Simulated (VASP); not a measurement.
The system is MgH.

```
CELL_PARAMETERS angstrom
2.97423 0.00000 0.00000
0.00000 2.97423 0.00000
0.00000 0.00000 5.39594
ATOMIC_POSITIONS crystal
Mg 0.00000 0.50000 0.85158
Mg 0.50000 0.00000 0.14842
H 0.00000 0.50000 0.37143
H 0.50000 0.00000 0.62857
```

The cell was built by a generator and needn't be a form met in nature.

The cell isn't the ideal one: species swapped into the HfAu type (P4/nmm, No. 129).

```yaml
Program: VASP 6.6.1
Task: relaxation of cell and atoms
Functional: PBE
Potentials_or_basis: VASP PAW PBE potentials, release 64 (Mg, H)
Cutoff: 600 eV
k_mesh: 6 × 6 × 4
Occupations: gaussian, width 0.1 eV
Spin: no spin polarisation
```

At the start: pressure 7.4 GPa; volume 11.93 Å³/atom.

**Question.** Where does the relaxation end?

**Answer.** Over 13 steps the energy falls by 478.2 meV/atom and the volume is 11.99 Å³/atom (+0.4 %); space group P4/nmm (No. 129, to 0.05 Å).

The path:
```
step  energy change (eV)  largest force (eV/Å)  pressure (GPa)  volume (Å³)
   1              0.0000                3.9285            7.38        47.73
   2             -1.1862                2.0424           -1.91        51.63
   3             -1.5905                0.9094           -5.77        55.43
   4             -1.6300                0.6564           -6.34        56.72
   5             -1.6383                0.5270           -6.53        57.50
   6             -1.8555                0.1872           -3.36        52.19
   7             -1.8945                0.1549           -0.86        49.43
   8             -1.8947                0.1775           -0.66        49.24
   9             -1.9029                0.1219           -0.45        48.83
  10             -1.9116                0.0524            0.25        47.70
  11             -1.9117                0.0579            0.14        47.85
  12             -1.9117                0.0557            0.16        47.82
  13             -1.9127                0.0287            0.07        47.94
```

Final structure:
```xyz
4
Lattice="2.9879 0.0000 0.0000 0.0000 2.9879 0.0000 0.0000 0.0000 5.3699" Properties=species:S:1:pos:R:3 pbc="T T T"
Mg    0.0000    1.4940    4.0704
Mg    1.4940    0.0000    1.2996
H     0.0000    1.4940    2.0155
H     1.4940    2.9879    3.3545
```
